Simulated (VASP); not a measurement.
An input for Quantum ESPRESSO's pw.x (written as the equivalent of a VASP run, and not itself run):

```
&CONTROL
  calculation = 'scf'
  pseudo_dir = './pseudo'
  outdir = './out'
  tprnfor = .true.
  tstress = .true.
/
&SYSTEM
  ibrav = 0
  nat = 2
  ntyp = 2
  ecutwfc = 90
  occupations = 'smearing'
  smearing = 'methfessel-paxton'
  degauss = 0.00735
  input_dft = 'vdw-df-ob86'
/
&ELECTRONS
  conv_thr = 7.3e-09
  electron_maxstep = 100
/
ATOMIC_SPECIES
  Al 26.982 Al.upf
  Fe 55.845 Fe.upf
CELL_PARAMETERS angstrom
     2.7962575    0.0000000    0.0000000
     0.0000000    2.7962575    0.0000000
     0.0000000    0.0000000    2.7962575
ATOMIC_POSITIONS crystal
  Al   0.5000000  0.5000000  0.5000000
  Fe   0.0000000  0.0000000  0.0000000
K_POINTS automatic
  13 13 13 0 0 0
```

Problem. Write the VASP files for the same calculation (optB86b-vdW).

Solution. Several could match; the one computed here: 
**INCAR**
```
SYSTEM = FeAl
PREC = Accurate
ENCUT = 520
EDIFF = 1E-7
NELM = 100
ALGO = Normal
LREAL = .FALSE.
LASPH = .TRUE.
ISMEAR = 1
SIGMA = 0.1
GGA = MK
PARAM1 = 0.1234
PARAM2 = 1.0
LUSE_VDW = .TRUE.
AGGAC = 0.0
LMAXMIX = 4
LWAVE = .FALSE.
LCHARG = .FALSE.
ISIF = 2
```

File KPOINTS:
```
Automatic mesh
0
Gamma
13 13 13
0 0 0
```

POSCAR:
```
FeAl
1.0
  2.7962575177   0.0000000000   0.0000000000
  0.0000000000   2.7962575177   0.0000000000
  0.0000000000   0.0000000000   2.7962575177
Al Fe
1 1
direct
  0.5000000000   0.5000000000   0.5000000000
  0.0000000000   0.0000000000   0.0000000000
```

POTCAR, in this order: Al Fe (PBE.64 set). Program: vasp_std.

Limits of the translation: the potentials are each code's own (VASP's PAW set, PseudoDojo norm-conserving files in pw.x), so ENCUT and ecutwfc are chosen apart and not converted; conv_thr bounds pw.x's estimated SCF error, while EDIFF bounds the energy change between steps.

The compound is FeAl in the CsCl type structure. This cell is one point of a volume scan, at 0.94 of the reference volume.
